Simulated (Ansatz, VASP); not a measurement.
## Si2P4W (WSi2P4 monolayer) in two plane-wave programs

Aim: how closely do two programs agree when they are given the same cell, functional and k mesh? The cell is taken from a series of runs on this material, whose earlier steps may have relaxed, scaled, displaced or heated it; both programs get it as it stands.

Main program and level: Ansatz 0.2.0; plane waves, with VASP 6.6.1 beside it; single point at PBEsol with D3(BJ).

**1. Starting point**

The cell holds 7 atoms: 4 P, 2 Si and 1 W. Its edges and angles: a = 3.387 Å, b = 3.387 Å, c = 27.428 Å, α = 90.0°, β = 90.0°, γ = 120.0°. Vacuum lies along c.

**2. Ansatz: single point, PBEsol with D3(BJ)**

Ansatz runs on its PAW soft_1 files.

A single point gives forces, pressure and levels at one fixed geometry, so differences don't come from the geometry; what else differs is listed under the comparison.

Contents of input.yaml:

```yaml
crystal:
  lattice:
    - [3.3869153278, 0.0, 0.0]
    - [-1.6934576639, 2.9331547143, 0.0]
    - [0.0, 0.0, 27.4283660641]
  atoms:
    - { symbol: P, position: [0.0, 0.0, 0.3281274568] }
    - { symbol: Si, position: [0.3333333333, 0.6666666667, 0.3664477279] }
    - { symbol: P, position: [0.3333333333, 0.6666666667, 0.4477487376] }
    - { symbol: W, position: [0.0, 0.0, 0.5] }
    - { symbol: P, position: [0.3333333333, 0.6666666667, 0.5522512624] }
    - { symbol: Si, position: [0.3333333333, 0.6666666667, 0.6335522721] }
    - { symbol: P, position: [0.0, 0.0, 0.6718725432] }
kpoints:
  mp_grid: { grid: [18, 18, 1] }
  band_path:
    path: [[0, 0, 0], [0.5, 0, 0], [0.33333333, 0.33333333, 0], [0, 0, 0]]
    npoints: 16
hamiltonian:
  xc: pbesol
  dispersion: d3bj
  pseudopotentials: { kind: paw, azcp: { folder: soft_1 }, xc_functional: pbe }
scf:
  occupations: { method: fermi_dirac, width: 0.02585 }
  convergence: { dr2_threshold: 1.0e-10 }
efield:
  axis: 3
  dipole_correction: true
  ramp_position: 0.97
  ramp_width: 0.06
  amplitude: 0
output:
  dos: { projected: true, e_range: [-6, 5] }
  bader: true
  write_potential: true
  write_density: true
  volumetric_format: npy
  elf: true
```

Launch:

```sh
ansatz run input.yaml --threads 4 --pin off --max-ram 6144MiB --backend cpu --events-out ev --progress --plain --runs-dir out
```

Numbers of over 12 decimals in the logs are rounded to 6 here.

What it wrote:

```text
Engine: ansatz 0.2.0, x86_64-unknown-linux-gnu
Pseudopotentials: kind: paw
Pseudopotential: P, paw, valence charge 5, recommended cutoff 420 eV (normal), soft_1/P.paw.azcp
Pseudopotential: Si, paw, valence charge 4, recommended cutoff 420 eV (normal), soft_1/Si.paw.azcp
Pseudopotential: W, paw, valence charge 14, recommended cutoff 420 eV (normal), soft_1/W.paw.azcp
Functional definition: PBEsol
  exchange = pbesol_x
  correlation = pbesol_c
Crystal: 7 atoms, lattice volume = 272.483 Å³
Basis set: ecut = 420 eV, 5347 PW (Γ)
Bands: 28, of which v1, the nominal top of the filled ones, is band 21 counted from 1 (20 counted from 0)
Symmetry: 6 space group operations
k-points: 37 of 324 (time reversal used)
Non-local potential: P, projectors of the file, l = 0: 2, l = 1: 2, l = 2: 1
Non-local potential: Si, projectors of the file, l = 0: 2, l = 1: 2, l = 2: 1
Non-local potential: W, projectors of the file, l = 0: 3, l = 1: 2, l = 2: 2, l = 3: 1
PAW form: soft (Blöchl's): semilocal exchange-correlation on the pseudo side does not see the compensation charge
PAW frozen core: P, regenerated for the run's functional, and the local potential with it (the file was generated under x = pbe(κ = 0.804, μ = 0.219515), c = pbe(β = 0.066725))
PAW frozen core: Si, regenerated for the run's functional, and the local potential with it (the file was generated under x = pbe(κ = 0.804, μ = 0.219515), c = pbe(β = 0.066725))
PAW frozen core: W, regenerated for the run's functional, and the local potential with it (the file was generated under x = pbe(κ = 0.804, μ = 0.219515), c = pbe(β = 0.066725))
PAW one-centre angular grid: P, 110 points (default); XC on 64 Gauss nodes
PAW one-centre angular grid: Si, 110 points (default); XC on 64 Gauss nodes
PAW one-centre angular grid: W, 590 points (default); XC on 64 Gauss nodes
Initial density: superposition of atomic densities (neutral atoms: chi_scale 0, normalization atom)
Initial wavefunctions: pseudopotential atomic-orbital guess
Functional: x = pbesol(κ = 0.804, μ = 0.123457), c = pbesol(β = 0.046)
SCF iter   1: F=—  HF=-14465.934972 eV  |F-HF|=—  |Δ(HF+E_count)|=         —  Δρ=3.34e-2  dr2=3.95e0  ethr=3.10e-3  p=0.000 e·Å  D=9.25e-14 V/Å  ΔV_dip=-0.00 eV  dr2_dipole=1.29e-7  V_vac-E_F(+/−)=6.76/6.76 eV  ⟨swp⟩=12.3  Hψ=7842  notcnv=0
efield: sawtooth ramp at fractional position 0.9700 (set: `efield.ramp_position`, or a place that a band, a saddle search or an elastic batch's reference lends), width 0.0600; the density the first Hamiltonian is built on has a dipole p = 0.000 e·Å; the dipole correction subtracts the counter field D = 9.25e-14 V/Å, which shifts the + side's vacuum level by -0.00 eV against the − side's; the planar-averaged density in the ramp window peaks in size at 4.3e-7 e/Å³
preconditioner: auto → none  [insulator: Δε(μ)=0.788 eV  Ē_g=8.495 eV  σ=0.026 eV  W_gap=1.00  n_scr=16 (ndim 8)  ℏωp=13.1 eV  f_vac=0.512  D(μ)=0.00/eV (n_scr^D=0)  ε∞_Penn≈3.4]
SCF iter   2: F=—  HF=-14466.016805 eV  |F-HF|=—  |Δ(HF+E_count)|=   8.18e-2  Δρ=2.24e-2  dr2=1.58e1  ethr=3.10e-3  p=0.000 e·Å  D=2.07e-4 V/Å  ΔV_dip=-0.01 eV  dr2_dipole=3.58e-5  V_vac-E_F(+/−)=3.27/3.27 eV  ⟨swp⟩=5.2  Hψ=2518  notcnv=0  defer=78  recentre
preconditioner: auto → LDOS  [insulator: Δε(μ)=0.115 eV  Ē_g=8.237 eV  σ=0.026 eV  W_gap=0.65  n_scr=16 (ndim 8)  ℏωp=13.1 eV  f_vac=0.518  D(μ)=0.90/eV (n_scr^D=6)  ε∞_Penn≈3.5  β→1.0]
SCF iter   3: F=—  HF=-14465.154348 eV  |F-HF|=—  |Δ(HF+E_count)|=   8.62e-1  Δρ=1.87e-2  dr2=1.74e0  ethr=3.10e-3  p=-0.000 e·Å  D=-7.93e-5 V/Å  ΔV_dip=0.00 eV  dr2_dipole=6.54e-7  V_vac-E_F(+/−)=6.24/6.24 eV  ⟨swp⟩=4.4  Hψ=2270  notcnv=0  defer=58
SCF iter   4: F=—  HF=-14464.821150 eV  |F-HF|=—  |Δ(HF+E_count)|=   3.33e-1  Δρ=5.92e-3  dr2=1.87e-1  ethr=3.10e-3  p=-0.000 e·Å  D=-1.28e-4 V/Å  ΔV_dip=0.00 eV  dr2_dipole=3.84e-6  V_vac-E_F(+/−)=4.85/4.84 eV  ⟨swp⟩=3.4  Hψ=2057  notcnv=0  defer=72
SCF iter   5: F=—  HF=-14464.771601 eV  |F-HF|=—  |Δ(HF+E_count)|=   4.95e-2  Δρ=1.41e-3  dr2=1.85e-2  ethr=4.46e-4  p=0.001 e·Å  D=4.03e-4 V/Å  ΔV_dip=-0.01 eV  dr2_dipole=3.22e-5  V_vac-E_F(+/−)=4.77/4.78 eV  ⟨swp⟩=3.1  Hψ=1876  notcnv=0  defer=72
SCF iter   6: F=—  HF=-14464.770072 eV  |F-HF|=—  |Δ(HF+E_count)|=   1.53e-3  Δρ=8.45e-4  dr2=8.20e-3  ethr=4.41e-5  p=-0.002 e·Å  D=-1.06e-3 V/Å  ΔV_dip=0.03 eV  dr2_dipole=1.94e-4  V_vac-E_F(+/−)=4.88/4.85 eV  ⟨swp⟩=3.6  Hψ=2181  notcnv=0  defer=69
SCF iter   7: F=—  HF=-14464.769374 eV  |F-HF|=—  |Δ(HF+E_count)|=   6.98e-4  Δρ=4.47e-4  dr2=2.61e-3  ethr=1.95e-5  p=0.003 e·Å  D=1.85e-3 V/Å  ΔV_dip=-0.05 eV  dr2_dipole=5.05e-4  V_vac-E_F(+/−)=4.81/4.86 eV  ⟨swp⟩=1.9  Hψ=1260  notcnv=0  defer=69
SCF iter   8: F=—  HF=-14464.769139 eV  |F-HF|=—  |Δ(HF+E_count)|=   2.35e-4  Δρ=2.27e-4  dr2=4.03e-4  ethr=6.21e-6  p=-0.001 e·Å  D=-8.76e-4 V/Å  ΔV_dip=0.02 eV  dr2_dipole=1.19e-4  V_vac-E_F(+/−)=4.82/4.80 eV  ⟨swp⟩=2.1  Hψ=1341  notcnv=0  defer=69
SCF iter   9: F=—  HF=-14464.769158 eV  |F-HF|=—  |Δ(HF+E_count)|=   1.85e-5  Δρ=8.62e-5  dr2=3.56e-5  ethr=9.61e-7  p=-0.000 e·Å  D=-1.45e-4 V/Å  ΔV_dip=0.00 eV  dr2_dipole=5.33e-6  V_vac-E_F(+/−)=4.82/4.81 eV  ⟨swp⟩=2.0  Hψ=1366  notcnv=0  defer=69
SCF iter  10: F=—  HF=-14464.769173 eV  |F-HF|=—  |Δ(HF+E_count)|=   1.53e-5  Δρ=4.05e-5  dr2=1.40e-5  ethr=8.49e-8  p=-0.000 e·Å  D=-2.14e-4 V/Å  ΔV_dip=0.01 eV  dr2_dipole=2.47e-6  V_vac-E_F(+/−)=4.82/4.81 eV  ⟨swp⟩=2.2  Hψ=1491  notcnv=0  defer=69
SCF iter  11: F=—  HF=-14464.769172 eV  |F-HF|=—  |Δ(HF+E_count)|=   5.72e-7  Δρ=2.39e-5  dr2=3.19e-6  ethr=3.33e-8  p=0.000 e·Å  D=1.43e-5 V/Å  ΔV_dip=-0.00 eV  dr2_dipole=3.45e-11  V_vac-E_F(+/−)=4.81/4.81 eV  ⟨swp⟩=2.0  Hψ=1325  notcnv=0  defer=69
SCF iter  12: F=—  HF=-14464.769172 eV  |F-HF|=—  |Δ(HF+E_count)|=   6.90e-7  Δρ=4.74e-6  dr2=8.17e-8  ethr=7.59e-9  p=0.000 e·Å  D=1.14e-6 V/Å  ΔV_dip=-0.00 eV  dr2_dipole=3.81e-11  V_vac-E_F(+/−)=4.81/4.81 eV  ⟨swp⟩=2.4  Hψ=1580  notcnv=0  defer=69
SCF iter  13: F=—  HF=-14464.769172 eV  |F-HF|=—  |Δ(HF+E_count)|=   2.54e-8  Δρ=2.13e-6  dr2=1.45e-8  ethr=1.94e-10  p=0.000 e·Å  D=1.18e-6 V/Å  ΔV_dip=-0.00 eV  dr2_dipole=1.99e-10  V_vac-E_F(+/−)=4.81/4.81 eV  ⟨swp⟩=2.3  Hψ=1612  notcnv=0  defer=69
SCF iter  14: F=—  HF=-14464.769172 eV  |F-HF|=—  |Δ(HF+E_count)|=   3.67e-9  Δρ=8.32e-7  dr2=4.93e-9  ethr=3.45e-11  p=-0.000 e·Å  D=-7.49e-8 V/Å  ΔV_dip=0.00 eV  dr2_dipole=8.34e-14  V_vac-E_F(+/−)=4.81/4.81 eV  ⟨swp⟩=2.8  Hψ=1909  notcnv=0  defer=69
SCF iter  15: F=—  HF=-14464.769172 eV  |F-HF|=—  |Δ(HF+E_count)|=  5.46e-11  Δρ=2.13e-7  dr2=2.44e-10  ethr=1.17e-11  p=-0.000 e·Å  D=-2.47e-7 V/Å  ΔV_dip=0.00 eV  dr2_dipole=1.01e-11  V_vac-E_F(+/−)=4.81/4.81 eV  ⟨swp⟩=2.5  Hψ=1414  notcnv=0  defer=69
SCF iter  16: F=-14464.769172 eV  HF=-14464.769172 eV  |F-HF|=8.19e-11  |Δ(HF+E_count)|=  9.82e-11  Δρ=7.69e-8  dr2=8.63e-11  ethr=1.00e-12  p=0.000 e·Å  D=4.38e-7 V/Å  ΔV_dip=-0.00 eV  dr2_dipole=2.70e-11  V_vac-E_F(+/−)=4.81/4.81 eV  ⟨swp⟩=13.8  Hψ=4415  notcnv=0
SCF 1 converged in 16 iterations: F = -14464.769172 eV  dr2 = 8.63e-11
  greatest PAW one-centre occupation: 0.999 electrons in one spin orbital (limit 2), on the W atom at site 3 (counted from 0), in its partial waves of l = 0
NSCF: frozen V_eff on 49 k-points
efield: sawtooth ramp at fractional position 0.9700 (kept from the solve that this one continues, or follows in the run), width 0.0600; the density the first Hamiltonian is built on has a dipole p = 0.000 e·Å; the dipole correction subtracts the counter field D = 4.38e-7 V/Å, which shifts the + side's vacuum level by -0.00 eV against the − side's; the planar-averaged density in the ramp window peaks in size at 4.6e-7 e/Å³
WARN: The output density's exchange-correlation potential varies sharply where the density is thin. Do not read a vacuum level from v_tot or v_xc, or from such a field of the output density. On a cell that repeats whose density bears no net charge and no dipole along the vacuum's axis use v_es (v_loc + v_h of the components); under efield.dipole_correction with no amplitude use v_es + v_field, which holds any externa [...]
SCF converged after 16 iterations
Free energy (F): -14464.769172 eV
Harris-Foulkes:  -14464.769172 eV  (|F-HF|=8.19e-11)
Internal energy: -14464.769172 eV  (E = F + TS)
E sigma→0 (E₀):  -14464.769172 eV
Fermi energy:    1.753232 eV
Dipole field:    D = -0.000006 V/Å  (p = -0.000008 e·Å, saw-weighted, corrected)
Work function:   Φ+ = 4.8125 eV   Φ− = 4.8123 eV
Levels:          The Fermi level and band energies are counted from a zero that moves with the ramp; work functions are not
--- Per-component energies (eV) ---
  E_band       = -504.223203
  E_kinetic    = 787.131046
  E_local      = -30989.273130  (includes V_loc(G=0)·N_el)
  E_nonlocal   = 153.544959
  E_hartree    = 15159.181282
  E_xc         = -670.027223
  E_vxc        = -575.661572  (∫ρ·V_xc dr)
  E_paw        = -11619.814133  (= ΣΔE_a)
  E_vpaw       = -198.327891  (= ΣTr[D̂ρ^β])
  E_aug_tail   = 0.000225  (compensation charges beyond the density's cutoff)
  E_efield     = 0.000000  (sawtooth field / dipole correction)
  E_vefield    = 0.000000  (∫n·V_field dr)
  E_ewald      = 12716.172722
  E_disp       = -2.154282  (pairwise vdW)
  E_core_change = 0.469364  (= ΣΔE_core)
  E_smearing   = -0.000000  (= −TS)
  E_closure    = -0.000000  (closes the sum)
  Σ components = -14464.769172   (vs F -14464.769172, Δ=0.00e0)
--- Band table (eV; the first three rows and the last of 37) ---
  k-point 0: bands = [... 17 lower, 0.6111, 0.6760, 0.6760, 0.8838, 4.1162, 4.1162, 4.3994, 4.3994, ... 3 higher]
  k-point 1: bands = [... 17 lower, 0.4399, 0.5090, 0.5802, 0.9150, 3.9976, 4.2183, 4.2214, 4.4387, ... 3 higher]
  k-point 2: bands = [... 17 lower, 0.2500, 0.2790, 0.3361, 0.8793, 3.7401, 3.8193, 4.4468, 4.4821, ... 3 higher]
  k-point 36: bands = [... 17 lower, -1.7063, -0.4787, 0.2497, 1.2568, 2.2507, 2.6510, 2.9603, 3.6483, ... 3 higher]
--- Bader charges: 7 sites ---
  site symbol  charge [e]  shift [e]
     0      P     -1.4323     0.0219
     1     Si      1.9309     0.0298
     2      P     -0.9818     0.0172
     3      W      0.9663     0.0186
     4      P     -0.9818     0.0172
     5     Si      1.9309     0.0298
     6      P     -1.4323     0.0219
  estimated error of the sums over rays = 9.3e-4 e
```

Reading the cycles: dr2 is the Hartree energy of the density residual (eV), the measure of convergence; HF is the Harris–Foulkes estimate of the energy, which meets the free energy F at convergence.

(Continued in part 2 of 2.)

[Lines on the potential files, build, host, timing and source positions are cut from VASP's logs without a mark.]

[Logs are printed without paths, hosts, clocks, repeated set-up lines and the standing remarks that a program may print on its own settings, such as how far it seeks lower states.]

[Hosts, paths, dates, database ids (printed as entryN), source tags and the programs' standing remarks are cut or masked in the printed files.]
